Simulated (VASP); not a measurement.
The system is SnTeS4.

```xyz
6
Lattice="-3.8108 3.8108 2.7768 3.8108 -3.8108 2.7768 3.8108 3.8108 -2.7768" Properties=species:S:1:pos:R:3 pbc="T T T"
Sn    0.0000    0.0000    2.7768
Te    0.0000    0.0000    0.0000
S     1.9121    1.8986    1.3884
S     5.7094   -1.8986    1.3884
S     1.9121   -1.8986    1.3884
S     5.7094    1.8986    1.3884
```

The cell was built by a generator and needn't be a form met in nature.

```yaml
Program: VASP 6.6.1
Task: relaxation of cell and atoms
Functional: PBE
Potentials_or_basis: VASP PAW PBE potentials, release 64 (Sn_d, Te, S)
Cutoff: 520 eV
k_mesh: 3 × 3 × 3
Occupations: gaussian, width 0.15 eV
Spin: no spin polarisation
```

At the start: pressure -0.6 GPa; volume 26.88 Å³/atom.

Problem. How do energy, volume and symmetry change on relaxing?

Solution. Over 13 steps the energy falls by 327.0 meV/atom and the volume is 23.34 Å³/atom (-13.2 %); space group I4/mmm (No. 139, to 0.05 Å).

The path:
```csv
step,energy change (eV),largest force (eV/Å),pressure (GPa),volume (Å³)
1,0.0000,0.0064,-0.62,161.30
2,-0.2528,0.0080,-1.44,158.72
3,-0.9227,0.0091,-1.73,149.44
4,-1.5745,0.0184,8.91,125.29
5,-1.8006,0.0076,3.23,133.96
6,-1.7840,0.0000,5.13,130.93
7,-1.9285,0.0046,2.17,135.82
8,-1.9374,0.0057,1.39,137.25
9,-1.9549,0.0024,1.09,138.53
10,-1.9600,0.0021,0.21,140.76
11,-1.9614,0.0012,0.26,140.30
12,-1.9615,0.0002,0.48,139.74
13,-1.9617,0.0011,0.28,140.05
```

Final structure:
```yaml
crystal:
  lattice:
    - [-3.07680, 3.07680, 3.69839]
    - [3.07680, -3.07680, 3.69839]
    - [3.07680, 3.07680, -3.69839]
  atoms:
    - { symbol: Sn, position: [0.50000, 0.50000, 0.00000] }
    - { symbol: Te, position: [0.00000, 0.00000, 0.00000] }
    - { symbol: S, position: [0.49887, 0.50113, 0.50000] }
    - { symbol: S, position: [0.00113, 0.99887, 0.50000] }
    - { symbol: S, position: [0.00113, 0.50113, 0.00227] }
    - { symbol: S, position: [0.49887, 0.99887, 0.99773] }
```

Caveat: the k mesh is coarse (spacing up to 0.47 Å⁻¹), so the values aren't converged.
